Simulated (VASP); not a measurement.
Data:

```xyz
1
Lattice="0.0000 1.8975 1.8975 1.8975 0.0000 1.8975 1.8975 1.8975 0.0000" Properties=species:S:1:pos:R:3 pbc="T T T"
Rh     0.0000     0.0000     0.0000
```

Computed with MS2 meta-GGA, VASP's PBE PAW potentials (set 64) (plane waves; VASP 6.6.1). Run with 520 eV cut-off, 16×16×16 Γ-centred mesh, first-order Methfessel-Paxton smearing of 0.10 eV, potentials Rh_pv.

Q: Give the energy at these volumes per atom, relative to the lowest: 12.84, 13.25, 13.66, 14.07, 14.48 Å³.

A: 51.4, 12.1, 0.0, 10.6, 40.0 meV/atom. A third-order Birch-Murnaghan fit gives B0 = 294 GPa and B0′ = 5.1.

Measured: bulk modulus 271 GPa at 0 K (computed value off by +8.5 %), as given by H. Levämäki et al., Physical Review B (2014), arXiv:1402.3671 [corrected for temperature and zero-point phonon effects]; a 3.794 Å at 0 K (computed value off by +0.0 %), as given by Daniel Mejia-Rodriguez et al., Physical Review B (2018), arXiv:1807.09216 [static lattice: zero-point anharmonic expansion removed].

The compound is Rh in the fcc structure. It was relaxed first.
